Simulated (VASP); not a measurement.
```
CELL_PARAMETERS angstrom
      0.00000     1.75025     1.75025
      1.75025     0.00000     1.75025
      1.75025     1.75025     0.00000
ATOMIC_POSITIONS crystal
  C  0.00000 0.00000 0.00000
  C  0.25000 0.25000 0.25000
```

These are PBE0 hybrid, VASP's PBE PAW potentials (set 64) (plane waves; VASP 6.6.1) values and carry that method's errors. Settings: 520 eV cut-off, 10×10×10 Γ-centred mesh, Gaussian smearing of 0.050 eV, potentials C.

Problem. Give the stress tensor in GPa (positive for a compressed cell).

Solution. 
```
20.27   0.00   0.00
 0.00  20.27   0.00
 0.00   0.00  20.27
```
The pressure is its mean diagonal, 20.27 GPa.

The compound is C in the diamond structure. This cell is one point of a volume scan, at 0.94 of the reference volume. The cell's shape comes from a PBE relaxation.
